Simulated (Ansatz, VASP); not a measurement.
# Cross-check of Fe between VASP and Ansatz, part 2 of 2

Aim: how closely do two programs agree when they are given the same cell, functional and k mesh? The cell is taken from a series of VASP runs on this material, whose earlier steps may have relaxed, scaled or displaced it; both programs get it as it stands.

VASP 6.6.1 and Ansatz 0.2.0.

So far: The starting structure; VASP: relaxation of cell and atoms, LDA.

## 3. Ansatz: relaxation of cell and atoms, LDA

Level of this step: Ansatz beside VASP: Kohn-Sham DFT, plane waves, LDA (Ansatz).

Ansatz runs on its default PAW (the set named soft_2) files.

The same cell, functional (in two slightly different forms), mesh and smearing now go to Ansatz, which takes its cutoff from its data sets.

input.yaml

```yaml
crystal:
  lattice:
    - [-1.3706311385, 1.3706311385, 1.3706311385]
    - [1.3706311385, -1.3706311385, 1.3706311385]
    - [1.3706311385, 1.3706311385, -1.3706311385]
  atoms:
    - { symbol: Fe, position: [0.0, 0.0, 0.0], spin: 2.23 }
hamiltonian:
  xc: lda
  pseudopotentials: { kind: paw }
magnetization:
  spin_polarized: true
kpoints:
  mp_grid: { grid: [11, 11, 11] }
scf:
  occupations: { method: methfessel_paxton, width: 0.2 }
relax:
  f_tol: 0.01
  max_steps: 60
  cell: { stress_tol: 0.05 }
output:
  forces: true
  stress: true
```

Launch:

```bash
> ansatz run input.yaml --threads 4 --pin off --max-ram 9216MiB --backend cpu --events-out ev --progress --plain --runs-dir out
```

Numbers of over 12 decimals in the logs are rounded to 6 here.

The log of the run:

```text
Engine: ansatz 0.2.0, aarch64-unknown-linux-gnu
Pseudopotentials: kind: paw
Pseudopotential: Fe, paw, valence charge 16, recommended cutoff 420 eV (normal), Fe.paw.azcp
Functional definition: SPW92
  exchange = slater_x
  correlation = pw_c
Crystal: 1 atoms, lattice volume = 10.300 Å³
Basis set: ecut = 420 eV, 201 PW (Γ)
Bands: 14, of which v1, the nominal top of the filled ones, is band 8 counted from 1 (7 counted from 0)
Symmetry: 48 space group operations
Space group: Im-3m (ITA 229), of the structure as read, at distance tolerance 2.2e-5 Å
Magnetic group: BNS 229.140 (UNI 1642), of the structure as read, at distance tolerance 2.2e-5 Å
k-points: 56 of 1331
Non-local potential: Fe, projectors of the file, l = 0: 3, l = 1: 2, l = 2: 3, l = 3: 1
PAW form: soft (Blöchl's): semilocal exchange-correlation on the pseudo side does not see the compensation charge
PAW frozen core: Fe, regenerated for the run's functional, and the local potential with it (the file was generated under x = pbe(κ = 0.804, μ = 0.219515), c = pbe(β = 0.066725))
PAW one-centre angular grid: Fe, 590 points (default); XC on 64 Gauss nodes
Initial density: superposition of atomic densities (chi_scale 0.1, normalization cell)
Starting moments: Σ|m| = 2.23 μB on 1 of 1 site
Initial wavefunctions: pseudopotential atomic-orbital guess
Functional: x = slater, c = lda
SCF iter   1: F=—  HF=-4420.121910 eV  |F-HF|=—  |Δ(HF+E_count)|=         —  Δρ=1.06e-1 (↑9.39e-2 ↓1.06e-1)  dr2=2.41e0  dr2_m=7.04e-2  M=1.975 μB ∫|m|=1.989 μB  β_m=0.30  ethr=3.10e-3  ⟨swp⟩=4.8  Hψ=7480  notcnv=0
Mixer restart at iter 1: flushing history
preconditioner: auto → none  [metal: Δε(μ)=0.082 eV  Ē_g=15.529 eV  σ=0.200 eV  W_gap=0.22  n_scr=0 (ndim 8)  ℏωp=32.7 eV  f_vac=0.000  D(μ)=1.12/eV (n_scr^D=12)]
SCF iter   2: F=—  HF=-4419.130444 eV  |F-HF|=—  |Δ(HF+E_count)|=   9.91e-1  Δρ=3.96e-2 (↑3.96e-2 ↓2.28e-2)  dr2=3.55e-2  dr2_m=7.96e-2  M=2.068 μB ∫|m|=2.095 μB  β_m=0.29  ethr=3.10e-3  ⟨swp⟩=3.6  Hψ=4039  notcnv=0  defer=122
SCF iter   3: F=—  HF=-4419.417802 eV  |F-HF|=—  |Δ(HF+E_count)|=         —  Δρ=1.82e-2 (↑1.82e-2 ↓1.82e-2)  dr2=3.28e-3  dr2_m=2.88e-2  M=2.018 μB ∫|m|=2.046 μB  β_m=0.29  ethr=2.22e-4  ⟨swp⟩=2.4  Hψ=3131  notcnv=0  defer=122
Mixer restart at iter 3: flushing history
SCF iter   4: F=—  HF=-4419.617979 eV  |F-HF|=—  |Δ(HF+E_count)|=   2.00e-1  Δρ=1.30e-2 (↑1.30e-2 ↓1.25e-2)  dr2=3.87e-3  dr2_m=1.34e-2  M=2.004 μB ∫|m|=2.035 μB  β_m=0.57  ethr=2.05e-5  ⟨swp⟩=2.0  Hψ=2795  notcnv=0  defer=121
SCF iter   5: F=—  HF=-4419.917401 eV  |F-HF|=—  |Δ(HF+E_count)|=   2.99e-1  Δρ=5.18e-3 (↑3.92e-3 ↓5.18e-3)  dr2=1.23e-3  dr2_m=1.53e-3  M=1.955 μB ∫|m|=1.994 μB  β_m=0.78  ethr=2.05e-5  ⟨swp⟩=2.3  Hψ=3072  notcnv=0  defer=119
SCF iter   6: F=—  HF=-4419.938726 eV  |F-HF|=—  |Δ(HF+E_count)|=   2.13e-2  Δρ=7.13e-3 (↑7.13e-3 ↓3.45e-3)  dr2=7.89e-3  dr2_m=3.24e-4  M=1.958 μB ∫|m|=2.001 μB  β_m=0.62  ethr=7.68e-6  ⟨swp⟩=2.2  Hψ=3061  notcnv=0  defer=109
SCF iter   7: F=—  HF=-4419.941230 eV  |F-HF|=—  |Δ(HF+E_count)|=   2.50e-3  Δρ=2.59e-3 (↑2.59e-3 ↓4.62e-4)  dr2=5.43e-4  dr2_m=1.31e-4  M=1.930 μB ∫|m|=1.973 μB  β_m=0.60  ethr=7.68e-6  ⟨swp⟩=2.0  Hψ=2651  notcnv=0  defer=103
SCF iter   8: F=—  HF=-4419.941214 eV  |F-HF|=—  |Δ(HF+E_count)|=   1.54e-5  Δρ=9.16e-4 (↑9.16e-4 ↓1.66e-4)  dr2=4.57e-5  dr2_m=2.38e-5  M=1.932 μB ∫|m|=1.976 μB  β_m=0.80  ethr=3.39e-6  ⟨swp⟩=1.6  Hψ=1909  notcnv=0  defer=105
SCF iter   9: F=—  HF=-4419.928393 eV  |F-HF|=—  |Δ(HF+E_count)|=         —  Δρ=1.82e-3 (↑1.82e-3 ↓1.17e-3)  dr2=4.90e-5  dr2_m=2.02e-4  M=1.920 μB ∫|m|=1.966 μB  β_m=0.80  ethr=2.86e-7  ⟨swp⟩=1.3  Hψ=1643  notcnv=0  defer=106
Mixer restart at iter 9: flushing history
iteration 9: the input's own smearing fills from here on; a Gaussian of 0.2 eV has filled iterations ahead of it
SCF iter  10: F=—  HF=-4419.928475 eV  |F-HF|=—  |Δ(HF+E_count)|=   8.20e-5  S|Δr|=    0.00e0  Δρ=1.49e-3 (↑3.97e-4 ↓1.49e-3)  dr2=1.77e-4  dr2_m=4.56e-5  M=1.916 μB ∫|m|=1.962 μB  β_m=0.86  ethr=2.86e-7  ⟨swp⟩=2.0  Hψ=2365  notcnv=0  defer=106
SCF iter  11: F=—  HF=-4419.928624 eV  |F-HF|=—  |Δ(HF+E_count)|=   1.50e-4  S|Δr|=    0.00e0  Δρ=2.80e-3 (↑2.80e-3 ↓7.07e-4)  dr2=7.18e-4  dr2_m=1.23e-4  M=1.911 μB ∫|m|=1.956 μB  β_m=0.24  ethr=2.86e-7  ⟨swp⟩=2.1  Hψ=2408  notcnv=0  defer=106  recentre
SCF iter  12: F=—  HF=-4419.928451 eV  |F-HF|=—  |Δ(HF+E_count)|=   1.73e-4  S|Δr|=    0.00e0  Δρ=6.94e-4 (↑4.58e-4 ↓6.94e-4)  dr2=4.20e-6  dr2_m=3.11e-5  M=1.912 μB ∫|m|=1.958 μB  β_m=0.60  ethr=2.86e-7  ⟨swp⟩=2.0  Hψ=2559  notcnv=0  defer=106
SCF iter  13: F=—  HF=-4419.928464 eV  |F-HF|=—  |Δ(HF+E_count)|=   1.26e-5  S|Δr|=    0.00e0  Δρ=3.23e-5 (↑3.23e-5 ↓1.98e-5)  dr2=3.22e-8  dr2_m=5.21e-8  M=1.906 μB ∫|m|=1.951 μB  β_m=0.80  ethr=6.25e-10  ⟨swp⟩=3.2  Hψ=5792  notcnv=0
SCF iter  14: F=-4419.928464 eV  HF=-4419.928464 eV  |F-HF|=1.27e-9  |Δ(HF+E_count)|=   4.02e-8  S|Δr|=    0.00e0  Δρ=8.50e-6 (↑8.50e-6 ↓5.72e-6)  dr2=5.35e-9  dr2_m=2.97e-9  M=1.906 μB ∫|m|=1.952 μB  ethr=2.01e-10  ⟨swp⟩=3.8  Hψ=4112  notcnv=0
SCF 1 converged in 14 iterations: F = -4419.928464 eV  dr2 = 5.35e-9
  greatest PAW one-centre occupation: 1.003 electrons in one spin orbital (limit 2), on the Fe atom at site 0 (counted from 0), in its partial waves of l = 1
relax step   1: F+E_penalty+E_count = -4419.92846381 eV  Δ(F+E_penalty+E_count) = +0.000e0 eV  max|allowed force component| = 0.000e0 eV/Å  Δτ_max = 0.0000 Å  P = +1.427 GPa  Ω = 10.300 Å³  (14 SCF iters, dr2 threshold 1.00e-7 eV, accepted)
[...]
relax step   2: F+E_penalty+E_count = -4419.92863015 eV  Δ(F+E_penalty+E_count) = -1.663e-4 eV  max|allowed force component| = 0.000e0 eV/Å  Δτ_max = 0.0000 Å  P = +0.741 GPa  Ω = 10.330 Å³  energy of the carried Pulay correction = -3.782e-5 eV  (6 SCF iters, dr2 threshold 1.00e-7 eV, accepted)
[...]
relax step   3: F+E_penalty+E_count = -4419.92866671 eV  Δ(F+E_penalty+E_count) = -3.656e-5 eV  max|allowed force component| = 0.000e0 eV/Å  Δτ_max = 0.0000 Å  P = +0.026 GPa  Ω = 10.363 Å³  energy of the carried Pulay correction = -7.873e-5 eV  (6 SCF iters, dr2 threshold 1.00e-7 eV, accepted)
[...]
relax step   4: F+E_penalty+E_count = -4419.92873067 eV  Δ(F+E_penalty+E_count) = -6.396e-5 eV  max|allowed force component| = 0.000e0 eV/Å  Δτ_max = 0.0000 Å  P = +0.042 GPa  Ω = 10.363 Å³  stress off target by 4.19e-2 GPa  SCF on the basis re-selected at this cell (its energy is not comparable with the rows above)  (6 SCF iters)
basis re-selected at this cell: Δ(F+E_penalty+E_count) = -6.396e-5 eV, ΔP = +0.016 GPa vs the last step (what re-selecting the basis moved, of the pressure what is left beyond the Pulay correction that the steps carried, after the strain that the cell walked since its last selection, with what the two solves' SCF thresholds leave and, on support functions, any second-order correction that the steps lacked; it is no measure of the basis error at this ecutwfc). This SCF's stress stands 4.19e-2 GPa from its target on what of the cell is left free (relax.cell.stress_tol is 5.00e-2 GPa) and its largest allowed force component is 0.00e0 eV/Å (relax.f_tol is 1.00e-2 eV/Å): [rest of the remark cut]
SCF converged after 6 iterations
Stability not checked: this state was not tested for a lower state beside it, because cold or Methfessel-Paxton smearing, or corrected tetrahedra, fill the levels in a way that the test cannot read (fill_not_monotonic; see scf.lower_state_search)
Magnetization: 1.9260 μB (8.9630 up, 7.0370 down)
Absolute magnetization: 1.9723 μB (∫|ρ↑−ρ↓|, with the PAW one-centre terms)
Spin contamination: 0.0169 ħ² per cell (⟨S²⟩ above its minimum at these occupations)
Per-site moments (μB) at R_I (Å): [(1.927720, 0.981272)]
Free energy (F): -4419.928731 eV
Harris-Foulkes:  -4419.928731 eV  (|F-HF|=3.64e-12)
Internal energy: -4419.924919 eV  (E = F + TS)
E sigma→0 (E₀):  -4419.927778 eV
Entropy (-TS):   -0.003812 eV (-3.812 meV/atom)
Fermi energy:    20.406663 eV
--- Per-component energies (eV) ---
  E_band       = -182.375938
  E_kinetic    = 354.167652
  E_local      = -1953.810528  (includes V_loc(G=0)·N_el)
  E_nonlocal   = 221.156329
  E_hartree    = 823.450071
  E_xc         = -118.331727
  E_vxc        = -153.167416  (∫ρ·V_xc dr)
  E_paw        = -1305.008472  (= ΣΔE_a)
  E_vpaw       = -297.622934  (= ΣTr[D̂ρ^β])
  E_aug_tail   = 0.000922  (compensation charges beyond the density's cutoff)
  E_ewald      = -2441.950703
  E_core_change = 0.401536  (= ΣΔE_core)
  E_smearing   = -0.003812  (= −TS)
  E_closure    = 0.000000  (closes the sum)
  Σ components = -4419.928731   (vs F -4419.928731, Δ=0.00e0)
--- Forces (eV/Å), atoms counted from 1 ---
  atom   1  Fe    -0.00000000    -0.00000000    -0.00000000
  max |Σ_I F_I| component: 1.68e-31 eV/Å
--- Stress (GPa, compression-positive) ---
        0.041886      -0.000000       0.000000
        0.000000       0.041886       0.000000
        0.000000      -0.000000       0.041886
  P = ⅓ Tr σ = 0.0419 GPa (0.419 kbar)
--- Relaxed structure (3 steps of the walk, 3 accepted, 1 SCFs on fresh bases) ---
  F+E_penalty+E_count = -4419.92873067 eV   max|allowed force component| = 0.000e0 eV/Å   (the final SCF, on the basis selected at the relaxed cell)
  cell:  # Å, volume = 10.3627 Å³
    - [-1.373425, 1.373425, 1.373425]
    - [1.373425, -1.373425, 1.373425]
    - [1.373425, 1.373425, -1.373425]
  atoms:
    - { symbol: Fe, position: [0.0, 0.0, 0.0] }
```

It took 1.9 s on 4 threads of Arm Neoverse V1, shared host; peak memory 0.28 GiB.

## 4. Side by side

Known differences besides the potentials themselves: the two LDA forms differ slightly; both relaxations stop at a tolerance, which leaves soft axes loose, and VASP keeps its plane-wave basis; the data sets hold 16 valence electrons in Ansatz (default PAW (the set named soft_2) files) and 8 in VASP; the cutoff is 420 eV in Ansatz and 400 eV in VASP; VASP's log shows a relativistic correction to its local exchange, Ansatz's none; Ansatz adds a Pulay correction to the stress that steers its cell, VASP none; site moments are counted in spheres of each program's own size. Total energies have different zeros and are not compared.

Compared:

| quantity | Ansatz | VASP | difference |
| --- | --- | --- | --- |
| volume (Å³) | 10.36 | 10.29 | +0.74 % |
| edge a after relaxation, in the typed setting (Å) | 2.379 | 2.373 | +0.24 % |
| total moment (μB) | 1.93 | 1.86 | +0.07 |
| moment on Fe1 (μB) | 1.93 | 1.83 | +0.10 |

The walks stopped with 0.04 GPa left in Ansatz and 0.02 GPa in VASP; each walk ends within a tolerance, so the volume difference is uncertain by about these residues over the bulk modulus, most in soft cells.

## 5. Summary of results

```json
{"difference in volume (relaxation of cell and atoms, LDA)": "0.74 %"}
```

What this shows: The difference in volume is 0.74 % (relaxation of cell and atoms, LDA), within the 1.2 % picked in this series as the mark of a large difference, as far as the stopping tolerances let one tell. Such differences can come from data sets, numerical settings and the points named under the comparisons, not from the functional's error against experiment.

[Lines on the potential files, build, host, timing and source positions are cut from VASP's logs without a mark.]

[Logs are printed without paths, hosts, clocks, repeated set-up lines and the standing remarks that a program may print on its own settings, such as how far it seeks lower states.]

[Hosts, paths, dates, database ids (printed as entryN), source tags and the programs' standing remarks are cut or masked in the printed files.]
